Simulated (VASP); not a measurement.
A VASP calculation is set up with these files.

### KPOINTS
```
Automatic mesh
0
Gamma
9 9 7
0 0 0
```

### INCAR
```
SYSTEM = PtSe2
PREC = Accurate
ENCUT = 500
EDIFF = 1E-6
NELM = 100
ALGO = Normal
LREAL = .FALSE.
LASPH = .TRUE.
ISMEAR = 1
SIGMA = 0.1
LMAXMIX = 6
LWAVE = .FALSE.
LCHARG = .FALSE.
IBRION = 2
ISIF = 3
NSW = 40
EDIFFG = -0.02
PSTRESS = 50
```

**POSCAR**
```
PtSe2
1
    1.8711911035    -3.2409983080     0.0000000000
    1.8711911035     3.2409983080     0.0000000000
    0.0000000000     0.0000000000     4.7640481817
Pt Se
1 2
Direct
  0.0000000000   0.0000000000   0.0000000000
  0.3333330000   0.6666670000   0.2653972327
  0.6666670000   0.3333330000   0.7346027673
```

POTCAR, in this order: Pt Se (LDA.64 set). Program: vasp_std.

Question: Translate this LDA calculation to Ansatz.

Answer: One equivalent input (not run):
Ansatz 0.2 input:
```yaml
crystal:
  lattice:
    - [1.8711911, -3.2409983, 0.0000000]
    - [1.8711911, 3.2409983, 0.0000000]
    - [0.0000000, 0.0000000, 4.7640482]
  atoms:
    - { symbol: Pt, position: [0.0000000, 0.0000000, 0.0000000] }
    - { symbol: Se, position: [0.3333330, 0.6666670, 0.2653972] }
    - { symbol: Se, position: [0.6666670, 0.3333330, 0.7346028] }
kpoints:
  mp_grid: { grid: [9, 9, 7] }
hamiltonian:
  xc: lda
  pseudopotentials: { kind: paw }
scf:
  occupations: { method: methfessel_paxton, width: 0.1 }
  max_iter: 100
relax:
  max_steps: 40
  f_tol: 0.02
  cell: { p_target: 5 }
output: { forces: true, stress: true, eigenvalues: true }
```
Limits of the translation: each code has its own PAW files, so the cut-off isn't converted (ENCUT is set for VASP's; basis.ecutwfc is left out, and Ansatz then takes the one that its files recommend); Ansatz stops its SCF on the density residual and VASP on the energy change (EDIFF); Ansatz's lda is the Perdew-Wang form, while the LDA potentials of VASP carry Perdew-Zunger's.

The compound is PtSe2 in the 1T layered structure. This run relaxes it under an external pressure of 5 GPa. Symmetry was kept, so distortions that lower it aren't found.
